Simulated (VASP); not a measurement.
The input files of a VASP run:

### INCAR
```
SYSTEM = NaH
LWAVE = F
LCHARG = F
GGA = RP
LREAL = F   ! projection in real space or not
SIGMA = 0.05
ISMEAR = 0   ! Gaussian
NELM = 100   ! most electronic steps
ALGO = Normal   ! blocked Davidson
ENCUT = 520
LASPH = T
EDIFF = 1E-7   ! SCF stop (eV)
PREC = Accurate
ISIF = 2   ! forces and stress, cell fixed
```

KPOINTS:
```
Automatic mesh
0
Gamma
9 9 9
0 0 0
```

File POSCAR:
```
NaH
3.4765470
  0.0000000000   0.7071067617   0.7071067617
  0.7071067617   0.0000000000   0.7071067617
  0.7071067617   0.7071067617   0.0000000000
Na H
1 1
Cartesian
  0.0000000000   0.7071067617   0.7071067617
  0.7071067617   0.7071067617   0.7071067617
```

POTCAR, in this order: Na_pv H (PBE.64 set). Program: vasp_std.

### Question
Write an equivalent input for Quantum ESPRESSO's pw.x.

### Answer
One equivalent input (not run):
```
&CONTROL
  calculation = 'scf'
  pseudo_dir = './pseudo'
  outdir = './out'
  tprnfor = .true.
  tstress = .true.
/
&SYSTEM
  ibrav = 0
  nat = 2
  ntyp = 2
  ecutwfc = 88
  occupations = 'smearing'
  smearing = 'gaussian'
  degauss = 0.003675
  input_dft = 'rpbe'
/
&ELECTRONS
  conv_thr = 7.3e-09
  electron_maxstep = 100
/
ATOMIC_SPECIES
  Na 22.990 Na.upf
  H 1.008 H.upf
CELL_PARAMETERS angstrom
     0.0000000    2.4582899    2.4582899
     2.4582899    0.0000000    2.4582899
     2.4582899    2.4582899    0.0000000
ATOMIC_POSITIONS crystal
  Na   1.0000000  0.0000000  0.0000000
  H    0.5000000  0.5000000  0.5000000
K_POINTS automatic
  9 9 9 0 0 0
```
What does not carry over: the potentials are each code's own (VASP's PAW set, PseudoDojo norm-conserving files in pw.x), so ENCUT and ecutwfc are chosen apart and not converted; conv_thr bounds pw.x's estimated SCF error, while EDIFF bounds the energy change between steps.

The compound is NaH in the rock salt structure. It was relaxed first.
